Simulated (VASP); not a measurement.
# Ca2C in VASP: one cell, several levels of theory, part 2 of 2

The system is Ca2C, a lower-symmetry cell derived from the antifluorite prototype, a generated structure that needn't be the ground state.

VASP 6.6.1, plane waves, PAW. The steps go on from the part before.

### Step 3. r2SCAN at this geometry

File INCAR:

```
ENCUT = 520.000000
SIGMA = 0.020000
EDIFF = 1.00e-07
ALGO = Normal
METAGGA = R2SCAN
PREC = Accurate
IBRION = -1
ISIF = 2
ISMEAR = -1
NBANDS = 19
NELM = 120
NSW = 0
LASPH = .TRUE.
LCHARG = .TRUE.
LELF = .TRUE.
LWAVE = .FALSE.
LREAL = .FALSE.
```

File KPOINTS:

```
KPOINTS created by Atomic Simulation Environment
0
Gamma
8 8 8
0 0 0
```

File KPOINTS_OPT:

```
special points
6
Reciprocal
0.0000000000 0.0000000000 0.0000000000 1
0.5000000000 0.0000000000 0.5000000000 1
0.6250000000 0.2500000000 0.6250000000 1
0.3750000000 0.3750000000 0.7500000000 1
0.5000000000 0.5000000000 0.5000000000 1
0.5000000000 0.2500000000 0.7500000000 1
```

File POSCAR:

```
C  Ca
 1.0000000000000000
     0.0000000000000000    3.0400414738000001    3.1422679096000001
     3.0400414738000001    0.0000000000000000    3.1422679096000001
     3.0400414738000001    3.0400414738000001    0.0000000000000000
 C   Ca
   1   2
Cartesian
  0.0000000000000000  0.0000000000000000  0.0000000000000000
  1.5200207369000001  1.5200207369000001  1.5711339548000001
  4.5600622107000000  4.5600622107000000  4.7134018643999998
```

Launch:

```sh
$ mpirun -np 1 vasp_std
```

Printed to the terminal (iteration lines stand in OSZICAR):

```text
POSCAR found type information on POSCAR C Ca
 POSCAR found :  2 types and       3 ions
 -----------------------------------------------------------------------------
|                                                                             |
|                                                                             |
|     You enforced a specific xc type in the INCAR file but a different       |
|     I HOPE YOU KNOW WHAT YOU ARE DOING!                                     |
|                                                                             |
 -----------------------------------------------------------------------------

 LDA part: xc-table for (None), standard interpolation
 POSCAR, INCAR and KPOINTS ok, starting setup
 FFT: planning ... GRIDC
 FFT: planning ... GRID_SOFT
 FFT: planning ... GRID
 WAVECAR not read
 entering main loop
 Start KPOINTS_OPT (optional k-point list driver)
k-point batch [1-6\6]
```

OSZICAR:

```text
N       E                     dE             d eps       ncg     rms          rms(c)
DAV:   1     0.199071168834E+03    0.19907E+03   -0.12719E+04  2242   0.128E+03
DAV:   2    -0.147228943004E+02   -0.21379E+03   -0.20964E+03  2341   0.364E+02
DAV:   3    -0.301684337184E+02   -0.15446E+02   -0.15359E+02  4198   0.762E+01
DAV:   4    -0.307853362388E+02   -0.61690E+00   -0.61528E+00  3260   0.147E+01
DAV:   5    -0.308016369157E+02   -0.16301E-01   -0.16296E-01  3578   0.181E+00    0.768E+00
DAV:   6    -0.231801446488E+02    0.76215E+01   -0.15885E+01  3054   0.203E+01    0.334E+00
DAV:   7    -0.232441952207E+02   -0.64051E-01   -0.31212E-01  3182   0.418E+00    0.202E+00
DAV:   8    -0.232420103794E+02    0.21848E-02   -0.11158E-01  2684   0.299E+00    0.387E-01
DAV:   9    -0.232406610000E+02    0.13494E-02   -0.21890E-02  3018   0.110E+00    0.153E-01
DAV:  10    -0.232409602640E+02   -0.29926E-03   -0.26123E-03  2754   0.281E-01    0.693E-02
DAV:  11    -0.232409405976E+02    0.19666E-04   -0.25045E-04  3158   0.128E-01    0.454E-02
DAV:  12    -0.232410788705E+02   -0.13827E-03   -0.11276E-03  2555   0.186E-01    0.169E-02
DAV:  13    -0.232410822234E+02   -0.33529E-05   -0.24232E-05  3518   0.382E-02    0.105E-02
DAV:  14    -0.232410831219E+02   -0.89855E-06   -0.66842E-05  2550   0.426E-02    0.723E-03
DAV:  15    -0.232410828297E+02    0.29224E-06   -0.15589E-05  2625   0.151E-02    0.112E-03
DAV:  16    -0.232410830957E+02   -0.26601E-06   -0.46790E-07  2641   0.422E-03    0.108E-03
DAV:  17    -0.232410832764E+02   -0.18067E-06   -0.12732E-07  1849   0.172E-03    0.331E-04
DAV:  18    -0.232410833445E+02   -0.68061E-07   -0.69440E-08  1976   0.127E-03
   1 F= -.23241083E+02 E0= -.23241072E+02  d E =-.230281E-04
       N       E                     dE             ncg
DAV:   1     0.161711756426E+04   -0.49765E+04      228
DAV:   2     0.327259069458E+03   -0.12899E+04      245
DAV:   3     0.244987438318E+03   -0.82272E+02      424
DAV:   4     0.241549466736E+03   -0.34380E+01      317
DAV:   5     0.241428905843E+03   -0.12056E+00      325
DAV:   6     0.241423386603E+03   -0.55192E-02      341
DAV:   7     0.241423364943E+03   -0.21660E-04      352
DAV:   8     0.241423364626E+03   -0.31630E-06      330
DAV:   9     0.241423364619E+03   -0.70586E-08      245
```

From OUTCAR:

```text
k-points           NKPTS =     59   k-points in BZ     NKDIM =     59   number of bands    NBANDS=     19

   NELECT =      24.0000    total number of electrons

   dimension x,y,z NGX =    36 NGY =   36 NGZ =   32
   dimension x,y,z NGXF=    72 NGYF=   72 NGZF=   64

  energy-cutoff  :      520.00
  volume of cell :       58.08
      direct lattice vectors                 reciprocal lattice vectors
     0.000000000  3.040041474  3.142267910    -0.164471440  0.164471440  0.159120742
     3.040041474  0.000000000  3.142267910     0.164471440 -0.164471440  0.159120742
     3.040041474  3.040041474  0.000000000     0.164471440  0.164471440 -0.159120742

 k-points in reciprocal lattice and weights: KPOINTS created by Atomic Simulation Env
   0.00000000  0.00000000  0.00000000       0.002
   0.12500000  0.00000000  0.00000000       0.016
   0.25000000  0.00000000  0.00000000       0.016
   0.37500000 -0.00000000  0.00000000       0.016
   0.50000000  0.00000000  0.00000000       0.008
   0.12500000  0.12500000  0.00000000       0.004
   0.25000000  0.12500000  0.00000000       0.016
   0.37500000  0.12500000  0.00000000       0.016
[... 51 more k-points ...]

 E-fermi :   3.7129

 k-point     1 :       0.0000    0.0000    0.0000
  band No.  band energies     occupation
      1     -38.3488      2.00000
      2     -38.0894      2.00000
      3     -18.7145      2.00000
      4     -18.7144      2.00000
      5     -18.5485      2.00000
      6     -18.1831      2.00000
      7     -18.1484      2.00000
      8     -18.1483      2.00000
      9      -5.5146      2.00000
     10       2.2076      2.00000
     11       2.3481      2.00000
     12       2.3482      2.00000
     13       4.8184      0.00000
     14       5.6907      0.00000
     15       5.6960      0.00000
     16       9.7641      0.00000
     17      10.2342      0.00000
     18      10.2342      0.00000
     19      10.7794      0.00000

 k-point     2 :       0.1250    0.0000    0.0000
  band No.  band energies     occupation
      1     -38.3385      2.00000
      2     -38.0988      2.00000
      3     -18.7009      2.00000
      4     -18.6956      2.00000
      5     -18.5392      2.00000
      6     -18.2041      2.00000
      7     -18.1796      2.00000
      8     -18.1727      2.00000
      9      -5.4175      2.00000
     10       2.0019      2.00000
     11       2.3557      2.00000
     12       2.4473      2.00000
     13       5.4650      0.00000
     14       5.8070      0.00000
     15       5.8081      0.00000
     16       9.1771      0.00000
     17       9.7905      0.00000
     18       9.9184      0.00000
     19      10.9740      0.00000

 k-point     3 :       0.2500    0.0000    0.0000
  band No.  band energies     occupation
      1     -38.3093      2.00000
      2     -38.1259      2.00000
      3     -18.6603      2.00000
      4     -18.6409      2.00000
      5     -18.5107      2.00000
      6     -18.2784      2.00000
      7     -18.2446      2.00000
      8     -18.2409      2.00000
      9      -5.1844      2.00000
     10       1.6589      2.00000
     11       2.5937      2.00000
     12       2.7043      2.00000
     13       6.0739      0.00000
     14       6.1423      0.00000
     15       6.6529      0.00000
     16       8.4314      0.00000
     17       9.2931      0.00000
     18       9.3292      0.00000
     19      10.2699      0.00000

 k-point     4 :       0.3750   -0.0000    0.0000
  band No.  band energies     occupation
      1     -38.2662      2.00000
      2     -38.1669      2.00000
      3     -18.5939      2.00000
      4     -18.5559      2.00000
      5     -18.4625      2.00000
      6     -18.3888      2.00000
      7     -18.3393      2.00000
      8     -18.3178      2.00000
      9      -4.9547      2.00000
     10       1.5604      2.00000
     11       2.8622      2.00000
     12       2.9926      2.00000
     13       6.5365      0.00000
     14       6.6579      0.00000
     15       6.7741      0.00000
     16       8.7055      0.00000
     17       8.7762      0.00000
     18       8.8707      0.00000
     19       9.2316      0.00000

 k-point     5 :       0.5000    0.0000    0.0000
  band No.  band energies     occupation
      1     -38.2161      2.00000
      2     -38.2161      2.00000
      3     -18.5161      2.00000
      4     -18.4872      2.00000
      5     -18.4558      2.00000
      6     -18.4449      2.00000
      7     -18.3972      2.00000
      8     -18.3907      2.00000
      9      -4.8612      2.00000
     10       1.5745      2.00000
     11       2.9825      2.00000
     12       3.1239      2.00000
     13       6.6100      0.00000
     14       6.8427      0.00000
     15       7.0298      0.00000
     16       8.5298      0.00000
     17       8.5391      0.00000
     18       8.6369      0.00000
     19       8.6467      0.00000

 k-point     6 :       0.1250    0.1250    0.0000
  band No.  band energies     occupation
      1     -38.3383      2.00000
      2     -38.0986      2.00000
      3     -18.7297      2.00000
      4     -18.7296      2.00000
      5     -18.4742      2.00000
      6     -18.2848      2.00000
      7     -18.1398      2.00000
      8     -18.1397      2.00000
      9      -5.3896      2.00000
     10       1.8124      2.00000
     11       2.5193      2.00000
     12       2.5194      2.00000
     13       5.6017      0.00000
     14       5.7391      0.00000
     15       5.8027      0.00000
     16       9.4838      0.00000
     17       9.5209      0.00000
     18       9.5209      0.00000
     19      10.4909      0.00000

 k-point     7 :       0.2500    0.1250    0.0000
  band No.  band energies     occupation
      1     -38.3192      2.00000
      2     -38.1160      2.00000
      3     -18.7291      2.00000
      4     -18.7231      2.00000
      5     -18.3998      2.00000
      6     -18.3874      2.00000
      7     -18.1630      2.00000
      8     -18.1563      2.00000
      9      -5.2072      2.00000
     10       1.5754      2.00000
     11       2.6674      2.00000
     12       2.7532      2.00000
     13       5.7069      0.00000
     14       6.0181      0.00000
     15       6.6439      0.00000
     16       8.6509      0.00000
     17       9.0584      0.00000
     18       9.4454      0.00000
     19       9.8573      0.00000

[... the tables of k-points 8 to 59 left out ...]

  Total        1.9743320      1.9743320      0.1872278      0.0000000      0.0000000     -0.0000000
  in kB       54.4626208     54.4626208      5.1647418      0.0000000      0.0000000     -0.0000000
  external PRESSURE =      38.0299945 kB  Pullay stress =       0.0000000 kB

 POSITION                                       TOTAL-FORCE (eV/Angst)
 -----------------------------------------------------------------------------------
      0.00000      0.00000      0.00000         0.000000      0.000000     -0.000000
      1.52002      1.52002      1.57113        -0.000000     -0.000000      0.000000
      4.56006      4.56006      4.71340         0.000000      0.000000      0.000000
 -----------------------------------------------------------------------------------
    total drift:                                0.000000      0.000000      0.000000

  FREE ENERGIE OF THE ION-ELECTRON SYSTEM (eV)
  ---------------------------------------------------
  free  energy   TOTEN  =       -23.2410833445 eV

  energy  without entropy=      -23.2410603164  energy(sigma->0) =      -23.24107183
```

Hardware: 1 MPI rank of Intel Xeon 6975P-C, shared host.

The levels at the points of KPOINTS_OPT are read from vasprun.xml.

Levels at the named points, in eV from the top of band v (v: the last filled band by count, c: the next):

| point | v−1 | v | c | c+1 |
| --- | --- | --- | --- | --- |
| Γ | -1.28 | -1.28 | 1.19 | 2.06 |
| X | -0.16 | -0.09 | 0.31 | 2.84 |
| U | -0.82 | -0.27 | 0.66 | 3.20 |
| K | -0.82 | -0.13 | 0.64 | 3.36 |
| L | -0.64 | -0.50 | 2.98 | 3.22 |
| W | -1.15 | -0.25 | 0.61 | 3.30 |

r2SCAN gives a direct gap of 0.16 eV at (0.50, 0.50, 0.00). Pressure: 3.80 GPa; the forces vanish within 0.01 eV/Å.

Axes a, b and c in the maps are those of this run's conventional cell (a, b, c = 4.299, 4.299, 6.285 Å).

Density in a lattice plane of the grid's cell (edges 4.30 and 6.28 Å, at 0.000 of the third edge), which holds C and Ca.

Ten even steps from ' ' (0.03 e/Å³) to '@' (6.72 e/Å³):
```
::::..                      ..::
....                          ..
            ..::--::..          
          ..--**%%**--..        
          ..++%%@@%%++..        
          ..--**%%**--..        
            ..::--::..          
                                
                                
                                
                                
                                
            ..::--::..          
          ..--**%%**--..        
          ..++%%@@%%++..        
          ..--**%%**--..        
            ..::--::..          
....                          ..
::::..                      ..::
..::..                      ..::
```
Columns run along the first of these edges and rows up along the second, over one cell in 16 and 20 even steps from the bottom left corner. Atoms in the plane (fractional): C at (0.00, 0.00), Ca at (0.50, 0.75), Ca at (0.50, 0.25).

ELF in the same plane.

Ten even steps from ' ' (0.00) to '@' (0.82):
```
==**@@@@%%==..      ..==%%@@@@**
@@@@@@%%==..::==++==::..==%%@@@@
@@@@@@++..::**%%%%%%**::..++@@@@
@@@@**::..**%%%%##%%%%**..::**@@
%%##==  ::%%%%##**##%%%%::  ==##
++==::  ::##@@%%##%%@@##::  ::==
--::..  ..==%%%%%%%%%%==..  ..::
::::..      ::==++==::      ..::
::::....                  ....::
::::::....              ....::::
::::....                  ....::
::::..      ::==++==::      ..::
--::..  ..==%%%%%%%%%%==..  ..::
++==::  ::##@@%%##%%@@##::  ::==
%%##==  ::%%%%##**##%%%%::  ==##
@@@@**::..**%%%%##%%%%**..::**@@
@@@@@@++..::**%%%%%%**::..++@@@@
@@@@@@%%==..::==++==::..==%%@@@@
==**@@@@%%==..      ..==%%@@@@**
  ::%%@@@@##::      ::##@@@@%%::
```
Columns run along the first of these edges and rows up along the second, over one cell in 16 and 20 even steps from the bottom left corner. Atoms in the plane (fractional): C at (0.00, 0.00), Ca at (0.50, 0.75), Ca at (0.50, 0.25).

Both are smooth fields of the valence electrons: close to the nuclei they are not physical.

Outside the cores ELF peaks at 0.83 in the shell around C, 0.8 Å from C.

### Step 4. Summary

What follows sums up all 2 parts.

| level | gap (eV) | pressure (GPa) | Ansatz: gap (eV) | Ansatz: pressure (GPa) |
| --- | --- | --- | --- | --- |
| PBE | 0.00 | 4.21 | 0.00 | 3.96 |
| r2SCAN | 0.16 | 3.80 | 0.17 | 3.31 |

**Reading.** The gap runs from 0.00 eV (PBE) to 0.16 eV (r2SCAN). The two programs agree on the gap within 0.02 eV, far less than the spread between functionals. Datasets and cutoffs are each program's own.
